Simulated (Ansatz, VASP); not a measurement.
## KGeF3: VASP beside Ansatz

```xyz
5
Lattice="4.3875 0.0000 0.0000 0.0000 4.3875 0.0000 0.0000 0.0000 4.3875" Properties=species:S:1:pos:R:3 pbc="T T T"
K     0.0000    0.0000    0.0000
Ge    2.1938    2.1938    2.1938
F     2.1938    2.1938    0.0000
F     2.1938    0.0000    2.1938
F     0.0000    2.1938    2.1938
```

The cell was built by a generator and needn't be a form met in nature.

Alike in both runs: task single point; functional PBE; k mesh 6 × 6 × 6; occupations fermi-dirac, width 0.02 eV; no spin polarisation.

|  | VASP | Ansatz |
| --- | --- | --- |
| version | VASP 6.6.1 | Ansatz 0.2.0 |
| potentials or method | VASP PAW PBE potentials, release 64 (K_sv, Ge_d, F) | plane waves, PAW |
| plane-wave cutoff (eV) | 520 | 420 |
| valence electrons in the cell | 44 | 44 |

VASP gave:

* gap on the k mesh at the Fermi level (eV): 1.78
* pressure (GPa): 2.3

Problem. Which values does Ansatz return?

Solution. gap on the k mesh at the Fermi level (eV): 1.79; pressure (GPa): 2.4.

A k mesh can miss the band edges. Expect the measured gap to be larger: semilocal functionals such as PBE lack the derivative discontinuity.
